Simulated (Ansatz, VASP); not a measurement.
**CsRe: VASP beside Ansatz**

```xyz
2
Lattice="0.0000 3.4223 3.4223 3.4223 0.0000 3.4223 3.4223 3.4223 0.0000" Properties=species:S:1:pos:R:3 pbc="T T T"
Cs    1.7112    1.7112    1.7112
Re    3.4223    3.4223    3.4223
```

The cell was built by a generator and needn't be a form met in nature.

Alike in both runs: task band structure; functional PBE; k mesh 7 × 7 × 7; occupations fermi-dirac, width 0.05 eV; no spin polarisation.

|  | VASP | Ansatz |
| --- | --- | --- |
| version | VASP 6.6.1 | Ansatz 0.2.0 |
| potentials or method | VASP PAW PBE potentials, release 64 (Cs_sv, Re) | Ansatz PAW |
| plane-wave cutoff (eV) | 600 | 420 |
| valence electrons in the cell | 16 | 24 |

VASP gave:

```
gap on the k mesh at the Fermi level (eV) : none
pressure (GPa)                            : -0.8
```

**Question.** Estimate Ansatz's values.

**Answer.** gap on the k mesh at the Fermi level (eV): none; pressure (GPa): -1.5.

A gap of «none» marks a metal or a gap that the smearing closes. The two sets of potentials don't hold the same shells in valence.

Caveats: spin-orbit coupling is left out, which moves the levels of the heavy elements.
